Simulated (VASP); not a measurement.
# SnSe (Fm-3m) in VASP: Born charges and dielectric tensor with LDA

Aim: the Born charges and dielectric tensor of SnSe with LDA.

Everything below comes from runs of VASP 6.6.1. Logs are shortened: lines on timing, memory, paths and dates and some standing lists are left out, and cuts for length are marked.

**1. The crystal as given**

Symmetry: Fm-3m, No. 225, cubic system. The conventional cell has a = 6.130 Å, b = 6.130 Å, c = 6.130 Å, α = 90.00°, β = 90.00°, γ = 90.00°. Sn (site symmetry m-3m) is surrounded by 6 Se at 3.07 Å. Se (site symmetry m-3m) has 6 Sn at 3.07 Å as nearest neighbours.

Measurements of this composition are mostly on another form, of space group No. 62.

**2. Born charges and dielectric tensor, LDA**

Contents of INCAR:

```
SYSTEM = SnSe
PREC = Accurate
ENCUT = 600
EDIFF = 1E-8
ISMEAR = 0
SIGMA = 0.02
LREAL = .FALSE.
LASPH = .TRUE.
NELM = 60
ALGO = Normal
ISIF = 2
LWAVE = .FALSE.
LCHARG = .FALSE.
LEPSILON = .TRUE.
IBRION = 8
NSW = 1
```

Contents of KPOINTS:

```
Automatic mesh
0
G
  10 10 10
  0 0 0
```

Contents of POSCAR:

```
SnSe
1.0
    0.0000000000      3.0652400000      3.0652400000
    3.0652400000      0.0000000000      3.0652400000
    3.0652400000      3.0652400000      0.0000000000
Sn Se
1 1
Direct
    0.0000000000      0.0000000000      0.0000000000
    0.5000000000      0.5000000000      0.5000000000
```

Potentials or basis: VASP PAW LDA potentials, release 64 (Sn_d, Se).

Started as:

```console
> cat potpaw_LDA.64/Sn_d/POTCAR potpaw_LDA.64/Se/POTCAR > POTCAR
> mpirun -np 1 vasp_std > vasp.out
```

OUTCAR:

```text
SYSTEM = SnSe
   PREC = Accurate
   ENCUT = 600
   EDIFF = 1E-8
   ISMEAR = 0
   LREAL = .FALSE.
   LASPH = .TRUE.
   NELM = 60
   ISIF = 2
   LEPSILON = .TRUE.
   IBRION = 8
   NSW = 1

 ion  position               nearest neighbor table
   1  0.000  0.000  0.000-   2 3.07   2 3.07   2 3.07   2 3.07   2 3.07   2 3.07
   2  0.500  0.500  0.500-   1 3.07   1 3.07   1 3.07   1 3.07   1 3.07   1 3.07

  LATTYP: Found a face centered cubic cell.
 ALAT       =     6.1304800000

  Lattice vectors:

 A1 = (   0.0000000000,   3.0652400000,   3.0652400000)
 A2 = (   3.0652400000,   0.0000000000,   3.0652400000)
 A3 = (   3.0652400000,   3.0652400000,   0.0000000000)

Analysis of symmetry for initial positions (statically):
=====================================================================
 Subroutine PRICEL returns:
 Original cell was already a primitive cell.

 Routine SETGRP: Setting up the symmetry group for a
 face centered cubic supercell.

 Subroutine GETGRP returns: Found 48 space group operations
 (whereof 48 operations were pure point group operations)
 out of a pool of 48 trial point group operations.

The static configuration has the point symmetry O_h .

Analysis of symmetry for dynamics (positions and initial velocities):
=====================================================================
 Subroutine PRICEL returns:
 Original cell was already a primitive cell.

 Routine SETGRP: Setting up the symmetry group for a
 face centered cubic supercell.

 Subroutine GETGRP returns: Found 48 space group operations
 (whereof 48 operations were pure point group operations)
 out of a pool of 48 trial point group operations.

The dynamic configuration has the point symmetry O_h .

 Subroutine INISYM returns: Found 48 space group operations
 (whereof 48 operations are pure point group operations),
 and found     1 'primitive' translations

[... 643 lines left out ...]

 MACROSCOPIC STATIC DIELECTRIC TENSOR (including local field effects in DFT)
 ------------------------------------------------------
          34.546434    -0.000000    -0.000000
           0.000000    34.546434    -0.000000
           0.000000     0.000000    34.546434
 ------------------------------------------------------

 PIEZOELECTRIC TENSOR (including local field effects)  for field in x, y, z        (e  Angst)
          XX          YY          ZZ          XY          YZ          ZX
  --------------------------------------------------------------------------------
  x     0.00000     0.00000     0.00000     0.00000     0.00000     0.00000
  y     0.00000     0.00000     0.00000     0.00000     0.00000     0.00000
  z     0.00000     0.00000     0.00000     0.00000     0.00000     0.00000

 PIEZOELECTRIC TENSOR (including local field effects)  for field in x, y, z        (C/m^2)
          XX          YY          ZZ          XY          YZ          ZX
  --------------------------------------------------------------------------------
  x     0.00000     0.00000     0.00000     0.00000     0.00000     0.00000
  y     0.00000     0.00000     0.00000     0.00000     0.00000     0.00000
  z     0.00000     0.00000     0.00000     0.00000     0.00000     0.00000

 BORN EFFECTIVE CHARGES (including local field effects) (in |e|, cummulative output)
 ---------------------------------------------------------------------------------
 ion    1
    1     5.81840     0.00000     0.00000
    2     0.00000     5.81840     0.00000
    3     0.00000     0.00000     5.81840
 ion    2
    1    -5.81840     0.00000     0.00000
    2     0.00000    -5.81840     0.00000
    3     0.00000     0.00000    -5.81840

 INTERNAL STRAIN TENSOR FOR ION    2 for displacements in x,y,z  (eV/Angst):
          X           Y           Z          XY          YZ          ZX
  --------------------------------------------------------------------------------
  x     0.00000     0.00000     0.00000     0.00000     0.00000     0.00000
  y     0.00000     0.00000     0.00000     0.00000     0.00000     0.00000
  z     0.00000     0.00000     0.00000     0.00000     0.00000     0.00000

 SECOND DERIVATIVES (NOT SYMMETRIZED)
 ------------------------------------
               1X          1Y          1Z          2X          2Y          2Z
  1X     0.733940    0.000000    0.000000   -0.733940    0.000000    0.000000
  1Y     0.000000    0.733940    0.000000    0.000000   -0.733940    0.000000
  1Z     0.000000    0.000000    0.733940    0.000000    0.000000   -0.733940
  2X    -0.757654    0.000000    0.000000    0.757654    0.000000    0.000000
  2Y     0.000000   -0.757654    0.000000    0.000000    0.757654    0.000000
  2Z     0.000000    0.000000   -0.757654    0.000000    0.000000    0.757654

 Eigenvectors and eigenvalues of the dynamical matrix
 ----------------------------------------------------

   1 f  =    0.015242 THz     0.095768 2PiTHz    0.508416 cm-1     0.063036 meV
             X         Y         Z           dx          dy          dz
      0.000000  0.000000  0.000000    -0.779831    0.000000    0.000000
      3.065240  3.065240  3.065240    -0.625990    0.000000    0.000000
[... 21 lines left out ...]
   6 f/i=    1.963769 THz    12.338722 2PiTHz   65.504267 cm-1     8.121490 meV
             X         Y         Z           dx          dy          dz
      0.000000  0.000000  0.000000    -0.625990    0.000000    0.000000
      3.065240  3.065240  3.065240     0.779831    0.000000    0.000000

--------------------------------------------------------------------------------------------------------

 MACROSCOPIC STATIC DIELECTRIC TENSOR IONIC CONTRIBUTION
 ------------------------------------------------------
           0.000000     0.000000     0.000000
           0.000000     0.000000     0.000000
           0.000000     0.000000     0.000000
 ------------------------------------------------------

 ELASTIC MODULI CONTR FROM IONIC RELAXATION (kBar)
 Direction    XX          YY          ZZ          XY          YZ          ZX
 --------------------------------------------------------------------------------
 XX           0.0000      0.0000      0.0000      0.0000      0.0000      0.0000
 YY           0.0000      0.0000      0.0000      0.0000      0.0000      0.0000
 ZZ           0.0000      0.0000      0.0000      0.0000      0.0000      0.0000
 XY           0.0000      0.0000      0.0000      0.0000      0.0000      0.0000
 YZ           0.0000      0.0000      0.0000      0.0000      0.0000      0.0000
 ZX           0.0000      0.0000      0.0000      0.0000      0.0000      0.0000
 --------------------------------------------------------------------------------

 PIEZOELECTRIC TENSOR IONIC CONTR  for field in x, y, z        (C/m^2)
          XX          YY          ZZ          XY          YZ          ZX
  --------------------------------------------------------------------------------
  x     0.00000     0.00000     0.00000     0.00000     0.00000     0.00000
  y     0.00000     0.00000     0.00000     0.00000     0.00000     0.00000
  z     0.00000     0.00000     0.00000     0.00000     0.00000     0.00000
```

stdout:

```text
POSCAR found type information on POSCAR SnSe
 POSCAR found :  2 types and       2 ions
 scaLAPACK will be used
 LDA part: xc-table for (Slater(with rela. corr.)+CA(PZ))
 , standard interpolation
 POSCAR, INCAR and KPOINTS ok, starting setup
 FFT: planning ... GRIDC
 FFT: planning ... GRID_SOFT
 FFT: planning ... GRID
 WAVECAR not read
 entering main loop
[... 23 lines left out ...]
  Direction:   3
 dielectric tensor                  component  3 :    -4.803    -2.307    34.546
 Linear response DOF=           2
 Linear response progress:
 first order change of Fermi-energy   0.24963E-03
 force on displaced ion       1 direction 1 :   0.734   0.000   0.000
 Born effective charge ion    1 direction 1 :   5.922   0.000   0.000
 Linear response progress:
 first order change of Fermi-energy  -0.27731E-03
 force on displaced ion       2 direction 1 :   0.758   0.000   0.000
 Born effective charge ion    2 direction 1 :  -5.715   0.000   0.000
 Born effective charges drift removed
 Linear response finished
```

It took 8.8 min on 1 thread of Intel Xeon Platinum 8559C (Emerald Rapids), shared host; peak memory 0.43 GiB.

Results:

| Quantity | Value |
| --- | --- |
| Band gap on the k mesh | 0.41 eV, direct |
| Electronic dielectric tensor (diagonal) | 34.55 |
| Born charges (mean of the diagonal) | Sn +5.82; Se -5.82 e |
| Highest phonon frequency at Γ, LO-TO splitting left out | 1 cm⁻¹ |
| Most unstable mode | 66i cm⁻¹ |

Levels at points of the mesh, in eV from the valence-band top:
```csv
k point,band 7,band 8,band 9,band 10,band 11,band 12,band 13,band 14
"(0.00, 0.00, 0.00)",-5.28,-1.95,-1.95,-1.95,4.08,4.08,4.08,5.98
"(0.50, 0.00, 0.00)",-7.78,-1.70,-1.70,0.00,0.41,1.28,1.28,8.07
"(0.50, 0.50, 0.00)",-6.04,-5.04,-3.31,-3.31,3.22,5.02,5.02,5.60
```

Phonon frequencies in cm⁻¹ (negative: imaginary):
| q point | frequencies |
| --- | --- |
| (0.000, 0.000, 0.000) | -66 -66 -66 1 1 1 |

Electronic dielectric tensor:
```
34.55  0.00  0.00
 0.00 34.55  0.00
 0.00  0.00 34.55
```

Born effective charge tensors (e):
atom 1, Sn
```
5.82 0.00 0.00
0.00 5.82 0.00
0.00 0.00 5.82
```
atom 2, Se
```
-5.82  0.00  0.00
 0.00 -5.82  0.00
 0.00  0.00 -5.82
```

Caveat: the gap is small at this level, which inflates the dielectric constant; some modes are imaginary; spin-orbit coupling is left out, which moves the levels of the heavy elements.
